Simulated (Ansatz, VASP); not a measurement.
# Cross-check of Ta (linear Ta chain) between VASP and Ansatz, part 2 of 2

One calculation is typed for both programs; each brings its own data sets. How far apart do they land? The structure shown is the end of the Ansatz relaxation below.

VASP 6.6.1 and Ansatz 0.2.0.

So far: Starting point; Ansatz: relaxation, RPBE; VASP: single point, RPBE.

**3. VASP: single point, RPBE (continued)**

Level of this step: RPBE, spin-polarised from a ferromagnetic start; plane waves and PAW (Ta_pv) (VASP).

Numbers of over 12 decimals in the logs are rounded to 6 here.

OUTCAR, selected parts (step 3):

```text
ion  position               nearest neighbor table
   1  0.500  0.500  0.000-

  LATTYP: Found a simple tetragonal cell.
 ALAT       =     7.5000000000
 C/A-ratio  =     0.3257815169

 Subroutine GETGRP returns: Found 16 space group operations
 (whereof 16 operations were pure point group operations)

The static configuration has the point symmetry D_4h.

 Found     14 irreducible k-points:

   k-points           NKPTS =     14   k-points in BZ     NKDIM =     14   number of bands    NBANDS=     13

   dimension x,y,z NGX =    56 NGY =   56 NGZ =   18
   dimension x,y,z NGXF=   112 NGYF=  112 NGZF=   36

   ENCUT  =  500.0 eV  36.75 Ry    6.06 a.u.  13.67 13.67  4.45*2*pi/ulx,y,z

   NELECT =      11.0000    total number of electrons

 k-points in reciprocal lattice and weights: Automatic mesh
   0.00000000  0.00000000  0.00000000       0.038
   0.00000000  0.00000000  0.03846154       0.077
   0.00000000  0.00000000  0.07692308       0.077
   0.00000000  0.00000000  0.11538462       0.077
   0.00000000  0.00000000  0.15384615       0.077
   0.00000000  0.00000000  0.19230769       0.077
   0.00000000  0.00000000  0.23076923       0.077
   0.00000000  0.00000000  0.26923077       0.077
   0.00000000  0.00000000  0.30769231       0.077
[...]
0.00000000  0.00000000  0.46153846       0.077
   0.00000000  0.00000000  0.50000000       0.038

 average (electrostatic) potential at core
       1 -45.5197

 E-fermi :  -2.5114

 spin component 1
 k-point     1 :       0.0000    0.0000    0.0000
  band No.  band energies     occupation
    ...
      3     -35.4584      1.00000
      4      -6.9559      1.00000
      5      -4.4495      1.00000
      6      -3.1850      1.00000
      7      -3.1328      1.00000
      8      -1.1586      0.00000
      9      -1.1586      0.00000
     10       0.9170      0.00000
     11       2.4190      0.00000
     12       3.0402      0.00000
    ...

 k-point     2 :       0.0000    0.0000    0.0385
  band No.  band energies     occupation
    ...
      3     -35.5063      1.00000
      4      -6.8445      1.00000
      5      -4.3950      1.00000
      6      -3.1602      1.00000
      7      -3.1084      0.99999
      8      -1.1788      0.00000
      9      -1.1788      0.00000
     10       0.9528      0.00000
     11       2.4522      0.00000
     12       2.8720      0.00000
    ...

 k-point     3 :       0.0000    0.0000    0.0769
  band No.  band energies     occupation
    ...
      3     -35.6459      1.00000
      4      -6.5232      1.00000
      5      -4.2250      1.00000
      6      -3.0863      0.99999
      7      -3.0358      0.99997
      8      -1.2521      0.00000
      9      -1.2521      0.00000
     10       1.0600      0.00000
     11       2.5338      0.00000
     12       2.5338      0.00000
    ...

 k-point     4 :       0.0000    0.0000    0.1154
  band No.  band energies     occupation
    ...
      3     -35.8647      1.00000
      4      -6.0326      1.00000
      5      -3.9165      1.00000
      6      -2.9653      0.99989
      7      -2.9168      0.99970
      8      -1.4130      0.00000
      9      -1.4130      0.00000
     10       1.2384      0.00000
     11       2.2059      0.00000
     12       2.2059      0.00000
    ...

 k-point     5 :       0.0000    0.0000    0.1538
  band No.  band energies     occupation
    ...
      3     -36.1449      1.00000
      4      -5.4443      1.00000
      5      -3.4272      1.00000
      6      -2.8003      0.99692
      7      -2.7547      0.99236
      8      -1.6975      0.00000
      9      -1.6975      0.00000
     10       1.4878      0.00000
     11       2.0028      0.00000
     12       2.0028      0.00000
    ...

 k-point     6 :       0.0000    0.0000    0.1923
  band No.  band energies     occupation
    ...
      3     -36.4653      1.00000
      4      -4.8427      1.00000
      5      -2.7126      0.98242
      6      -2.5964      0.84559
      7      -2.5545      0.70303
      8      -2.1070      0.00031
      9      -2.1070      0.00031
     10       1.8078      0.00000
     11       1.9798      0.00000
     12       1.9798      0.00000
    ...

  Total       -0.2456931     -0.2456931      0.0678860     -0.0000000      0.0000000      0.0000000
  in kB       -2.8641337     -2.8641337      0.7913716     -0.0000000      0.0000000      0.0000000
  external PRESSURE =      -1.6456319 kB  Pullay stress =       0.0000000 kB

  energy-cutoff  :      500.00
  volume of cell :      137.44
      direct lattice vectors                 reciprocal lattice vectors
     7.500000000  0.000000000  0.000000000     0.133333333  0.000000000  0.000000000
     0.000000000  7.500000000  0.000000000     0.000000000  0.133333333  0.000000000
     0.000000000  0.000000000  2.443361377     0.000000000  0.000000000  0.409272247

 POSITION                                       TOTAL-FORCE (eV/Angst)
 -----------------------------------------------------------------------------------
      3.75000      3.75000      0.00000         0.000000      0.000000      0.000000
 -----------------------------------------------------------------------------------
    total drift:                                0.000000      0.000000      0.000000

  FREE ENERGIE OF THE ION-ELECTRON SYSTEM (eV)
  ---------------------------------------------------
  free  energy   TOTEN  =        -6.4771101627 eV

  energy  without entropy=       -6.4633287230  energy(sigma->0) =       -6.47021944

 total charge
# of ion       s       p       d       tot
------------------------------------------
    1        0.420   5.989   2.522   8.931

 magnetization (x)
# of ion       s       p       d       tot
------------------------------------------
    1        0.036   0.014   0.651   0.700

[... 6 further parts left out ...]
```

**4. Differences**

Known differences besides the potentials themselves: VASP starts from the moments at which Ansatz ended; the data sets hold 13 valence electrons in Ansatz (on its default PAW (the set named soft_2) files) and 11 in VASP; the cutoff is 420 eV in Ansatz and 500 eV in VASP; Ansatz makes its cores anew for this functional, VASP keeps those of its PBE data sets; Ansatz's pressure holds a Pulay correction, VASP's none; site moments are counted in spheres of each program's own size. Total energies have different zeros and are not compared.

Both answers:

```
          quantity  Ansatz   VASP  difference
    pressure (GPa)   -0.19  -0.16       -0.02
 total moment (μB)    1.18   1.19        0.00
moment on Ta1 (μB)    0.51   0.70       -0.19
```

**5. Summary of results**

```json
{
  "difference in total moment (single point, RPBE)": "-0.0037 μB"
}
```

The difference in total moment is -0.0037 μB (single point, RPBE). The data sets hold unlike numbers of valence electrons (13 in Ansatz and 11 in VASP), so part of the differences comes from the potentials. 1 further run of this series is not shown here. How closely two codes agree says nothing of how well the functional describes the real material.

[Lines on the potential files, build, host, timing and source positions are cut from VASP's logs without a mark.]

[Logs are printed without paths, hosts, clocks, repeated set-up lines and the standing remarks that a program may print on its own settings, such as how far it seeks lower states.]

[Hosts, paths, dates, database ids (printed as entryN), source tags and the programs' standing remarks are cut or masked in the printed files.]
